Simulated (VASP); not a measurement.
Energy against volume of Tc (hcp). These are optB86b-vdW, VASP's PBE PAW potentials (set 64) (plane waves; VASP 6.6.1) values and carry that method's errors. Settings: 520 eV cut-off, 15×15×8 Γ-centred mesh, first-order Methfessel-Paxton smearing of 0.10 eV, potentials Tc_pv.

Shape and ions are relaxed at each volume.

| V (Å³/atom) | E (eV/atom) |
|---|---|
| 13.342 | -7.62168 |
| 13.768 | -7.66545 |
| 14.194 | -7.67957 |
| 14.620 | -7.66845 |

Task: Fit these four points and predict the energy of the run at 15.045 Å³/atom.

Result: A cubic in V^(−2/3), the third-order Birch-Murnaghan form, passes through the four points with V0 = 14.21 Å³/atom and B0 = 314 GPa, and gives -7.6359 eV/atom there. The run gave -7.6359 eV/atom, -0.0 meV/atom from the fit; all five points give B0 = 314 GPa.

The compound is Tc in the hcp structure. It was relaxed first.
